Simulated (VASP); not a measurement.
An input for Quantum ESPRESSO's pw.x (written as the equivalent of a VASP run, and not itself run):

```
&CONTROL
  calculation = 'vc-relax'
  pseudo_dir = './pseudo'
  outdir = './out'
  tprnfor = .true.
  tstress = .true.
  nstep = 40
  forc_conv_thr = 0.00078
/
&SYSTEM
  ibrav = 0
  nat = 2
  ntyp = 2
  ecutwfc = 56.6
  occupations = 'smearing'
  smearing = 'gaussian'
  degauss = 0.003675
  input_dft = 'pbesol'
/
&ELECTRONS
  conv_thr = 7.3e-08
  electron_maxstep = 100
/
&IONS
/
&CELL
  press = 100
/
ATOMIC_SPECIES
  Ba 137.327 Ba.upf
  S 32.060 S.upf
CELL_PARAMETERS angstrom
     0.0000000    3.3410761    3.3410761
     3.3410761    0.0000000    3.3410761
     3.3410761    3.3410761    0.0000000
ATOMIC_POSITIONS crystal
  Ba   0.0000000  0.0000000  0.0000000
  S    0.2500000  0.2500000  0.2500000
K_POINTS automatic
  7 7 7 0 0 0
```

Problem. Write the VASP files for the same calculation (PBEsol).

Solution. One answer among several that fit: 
File KPOINTS:
```
kpoints
0
Gamma
  7 7 7
0 0 0
```

### INCAR
```
SYSTEM  =  BaS
PREC  =  Accurate; ENCUT  =  500; LREAL  =  .False.
LASPH  =  .True.
EDIFF  =  1E-6; NELM  =  100; ALGO  =  Normal
LMAXMIX  =  4
ISMEAR  =  0; SIGMA  =  0.05
GGA  =  PS
IBRION  =  2; NSW  =  40; ISIF  =  3
EDIFFG  =  -0.02; PSTRESS  =  100
LWAVE  =  .False.; LCHARG  =  .False.
```

File POSCAR:
```
BaS
1.0
  0.0000000000   3.3410761198   3.3410761198
  3.3410761198   0.0000000000   3.3410761198
  3.3410761198   3.3410761198   0.0000000000
Ba S
1 1
Cartesian
  0.0000000000   0.0000000000   0.0000000000
  1.6705380599   1.6705380599   1.6705380599
```

POTCAR, in this order: Ba_sv S (PBE.64 set). Program: vasp_std.

The two are equivalent in intent, not identical: the potentials are each code's own (VASP's PAW set, PseudoDojo norm-conserving files in pw.x), so ENCUT and ecutwfc are chosen apart and not converted; conv_thr bounds pw.x's estimated SCF error, while EDIFF bounds the energy change between steps; forc_conv_thr acts on force components and is met together with etot_conv_thr.

The structure was generated: BaS was put into the zinc blende type (F-43m), which need not be its known phase. This run relaxes it under an external pressure of 10 GPa. Symmetry was kept, so distortions that lower it aren't found.
